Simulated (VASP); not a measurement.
```yaml
crystal:
  lattice:
    - [0.00000, 2.60000, 2.60000]
    - [2.60000, 0.00000, 2.60000]
    - [2.60000, 2.60000, 0.00000]
  atoms:
    - { symbol: Mg, position: [0.00000, 0.00000, 0.00000] }
    - { symbol: S, position: [0.50000, 0.50000, 0.50000] }
```

Method: G0W0 on PBE orbitals, VASP's PBE PAW potentials (set 64) (plane waves; VASP 6.6.1). Numerical set-up: PREC = Normal, 500 eV cut-off, 6×6×6 Γ-centred mesh, Gaussian smearing of 0.010 eV, potentials Mg_sv_GW S_GW.

The mesh is coarse and the basis finite, so the quasiparticle values are not converged.

NBANDS = 128, ENCUTGW = 180 eV, NOMEGA = 64. The PBE levels (eV) that the step starts from are:

```csv
state,KS energy,filling
"k1 (0.00, 0.00, 0.00), band 5",-8.61,2
"k1 (0.00, 0.00, 0.00), band 6",4.07,2
"k1 (0.00, 0.00, 0.00), band 7",4.07,2
"k1 (0.00, 0.00, 0.00), band 8",4.07,2
"k1 (0.00, 0.00, 0.00), band 9",7.80,0
"k1 (0.00, 0.00, 0.00), band 10",11.99,0
"k1 (0.00, 0.00, 0.00), band 11",11.99,0
"k1 (0.00, 0.00, 0.00), band 12",11.99,0
"k11 (0.50, 0.33, 0.00), band 5",-7.03,2
"k11 (0.50, 0.33, 0.00), band 6",0.16,2
"k11 (0.50, 0.33, 0.00), band 7",1.75,2
"k11 (0.50, 0.33, 0.00), band 8",2.62,2
"k11 (0.50, 0.33, 0.00), band 9",7.77,0
"k11 (0.50, 0.33, 0.00), band 10",9.69,0
"k11 (0.50, 0.33, 0.00), band 11",14.10,0
"k11 (0.50, 0.33, 0.00), band 12",14.32,0
"k13 (0.50, 0.50, 0.00), band 5",-6.93,2
"k13 (0.50, 0.50, 0.00), band 6",-0.12,2
"k13 (0.50, 0.50, 0.00), band 7",2.39,2
"k13 (0.50, 0.50, 0.00), band 8",2.39,2
"k13 (0.50, 0.50, 0.00), band 9",6.86,0
"k13 (0.50, 0.50, 0.00), band 10",8.45,0
"k13 (0.50, 0.50, 0.00), band 11",16.09,0
"k13 (0.50, 0.50, 0.00), band 12",16.74,0
```

Question: Give the quasiparticle energies and renormalisation factors Z.

Answer: 
| state | QP energy (eV) | Z |
|---|---|---|
| k1 (0.00, 0.00, 0.00), band 5 | -9.70 | 0.71 |
| k1 (0.00, 0.00, 0.00), band 6 | 3.09 | 0.77 |
| k1 (0.00, 0.00, 0.00), band 7 | 3.09 | 0.77 |
| k1 (0.00, 0.00, 0.00), band 8 | 3.09 | 0.77 |
| k1 (0.00, 0.00, 0.00), band 9 | 8.32 | 0.80 |
| k1 (0.00, 0.00, 0.00), band 10 | 12.60 | 0.80 |
| k1 (0.00, 0.00, 0.00), band 11 | 12.60 | 0.80 |
| k1 (0.00, 0.00, 0.00), band 12 | 12.60 | 0.80 |
| k11 (0.50, 0.33, 0.00), band 5 | -7.97 | 0.71 |
| k11 (0.50, 0.33, 0.00), band 6 | -1.07 | 0.75 |
| k11 (0.50, 0.33, 0.00), band 7 | 0.62 | 0.76 |
| k11 (0.50, 0.33, 0.00), band 8 | 1.52 | 0.76 |
| k11 (0.50, 0.33, 0.00), band 9 | 8.32 | 0.80 |
| k11 (0.50, 0.33, 0.00), band 10 | 10.18 | 0.80 |
| k11 (0.50, 0.33, 0.00), band 11 | 14.78 | 0.77 |
| k11 (0.50, 0.33, 0.00), band 12 | 15.12 | 0.78 |
| k13 (0.50, 0.50, 0.00), band 5 | -7.85 | 0.71 |
| k13 (0.50, 0.50, 0.00), band 6 | -1.38 | 0.75 |
| k13 (0.50, 0.50, 0.00), band 7 | 1.28 | 0.76 |
| k13 (0.50, 0.50, 0.00), band 8 | 1.28 | 0.76 |
| k13 (0.50, 0.50, 0.00), band 9 | 7.39 | 0.81 |
| k13 (0.50, 0.50, 0.00), band 10 | 8.86 | 0.81 |
| k13 (0.50, 0.50, 0.00), band 11 | 16.80 | 0.76 |
| k13 (0.50, 0.50, 0.00), band 12 | 17.68 | 0.78 |
On the mesh the gap opens from 2.79 to 4.30 eV.

The compound is MgS in the rock salt structure. The cell was not relaxed at this level.
